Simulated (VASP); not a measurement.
```xyz
4
Lattice="3.4449 0.0000 0.0000 0.0000 3.4449 0.0000 0.0000 0.0000 3.4449" Properties=species:S:1:pos:R:3 pbc="T T T"
Fe     0.0000     0.0000     0.0000
Ni     0.0000     1.7225     1.7225
Ni     1.7225     0.0000     1.7225
Ni     1.7225     1.7225     0.0000
```
Starting moments (μB, in the order of the record's atoms Fe Ni Ni Ni): 2.7 0.6 0.6 0.6.

The numbers are results of LDA (Ceperley-Alder, Perdew-Zunger), VASP's LDA PAW potentials (set 64) (plane waves; VASP), not measurements. Run with 500 eV cut-off, 9×9×9 Γ-centred mesh, first-order Methfessel-Paxton smearing of 0.10 eV, potentials Fe Ni.

**Question.** The ions, cell shape and volume at an external pressure of 5.0 GPa are relaxed. Predict the relaxed structure.

**Answer.** 
```xyz
4
Lattice="3.4234 0.0000 0.0000 0.0000 3.4234 0.0000 0.0000 0.0000 3.4234" Properties=species:S:1:pos:R:3 pbc="T T T"
Fe     0.0000     0.0000     0.0000
Ni     0.0000     1.7117     1.7117
Ni     1.7117     0.0000     1.7117
Ni     1.7117     1.7117     0.0000
```
Space group Pm-3m (221), at a tolerance of 0.03 Å. The cell ends with 4.42 μB, on the sites 2.66 0.57 0.57 0.57 μB.

**Question.** How do energy and volume change from the first to the last step?

**Answer.** The energy (σ→0) changes by +2.9 meV/atom and the volume by -1.9 %, in 3 ionic steps.

The compound is Ni3Fe in the L1_2 structure. This run relaxes it under an external pressure of 5 GPa. Symmetry was kept, so distortions that lower it aren't found.
